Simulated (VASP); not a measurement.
```xyz
3
Lattice="0.0000 2.8357 2.8357 2.8357 0.0000 2.8357 2.8357 2.8357 0.0000" Properties=species:S:1:pos:R:3 pbc="T T T"
Na     1.4178     1.4178     1.4178
Na     4.2535     4.2535     4.2535
S      0.0000     0.0000     0.0000
```

Level of theory: PBEsol GGA, VASP's PBE PAW potentials (set 64) (plane waves; VASP). Numerical set-up: 500 eV cut-off, 7×7×7 Γ-centred mesh, Gaussian smearing of 0.050 eV, potentials Na_pv S.

### Question
Estimate the energy per atom (σ→0), pressure.

### Answer

| Item | Result |
|---|---|
| energy per atom (σ→0) | -2957 meV/atom |
| pressure | 29.83 GPa |

Only differences to runs with the same potentials and settings are physical.

The compound is Na2S in the antifluorite structure. It was relaxed first under an external pressure of 30 GPa.
